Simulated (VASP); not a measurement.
Data:

```xyz
2
Lattice="3.6804 -1.8800 0.0000 3.6804 1.8800 0.0000 2.7200 0.0000 3.1114" Properties=species:S:1:pos:R:3 pbc="T T T"
As     2.2883     0.0000     0.7063
As     7.7924     0.0000     2.4051
```

Method: MS2 meta-GGA, VASP's PBE PAW potentials (set 64) (plane waves; VASP). Run with 520 eV cut-off, 11×11×11 Γ-centred mesh, first-order Methfessel-Paxton smearing of 0.10 eV, potentials As.

Energy and stress use the plane-wave basis of the starting cell.

### Question
The ions, cell shape and volume are relaxed. Which structure does the run end with?

### Answer

```xyz
2
Lattice="3.5538 -1.8874 -0.0435 3.5538 1.8874 -0.0435 2.5897 0.0000 3.0801" Properties=species:S:1:pos:R:3 pbc="T T T"
As     2.2247     0.0000     0.6867
As     7.4726     0.0000     2.3064
```
Space group R-3m (166), at a tolerance of 0.03 Å.

### Question
How do energy and volume change from the first to the last step?

### Answer
The energy (σ→0) changes by -3.6 meV/atom and the volume by -3.0 %, in 10 ionic steps.

| step | E(σ→0) (eV) | max force (eV/Å) | pressure (GPa) | volume (Å³) |
|---|---|---|---|---|
| 1 | -11.3887 | 0.074 | -0.37 | 43.06 |
| 2 | -11.3904 | 0.078 | -0.08 | 42.74 |
| 3 | -11.3928 | 0.090 | 0.73 | 41.93 |
| 4 | -11.3937 | 0.064 | 0.60 | 41.91 |
| 5 | -11.3954 | 0.010 | 0.18 | 41.84 |
| 6 | -11.3940 | 0.141 | -0.55 | 41.69 |
| 7 | -11.3957 | 0.046 | -0.03 | 41.80 |
| 8 | -11.3957 | 0.049 | -0.04 | 41.79 |
| 9 | -11.3958 | 0.035 | -0.02 | 41.78 |
| 10 | -11.3959 | 0.009 | 0.02 | 41.74 |

The compound is As in the a7 structure. This run relaxes it. Symmetry was kept, so distortions that lower it aren't found.
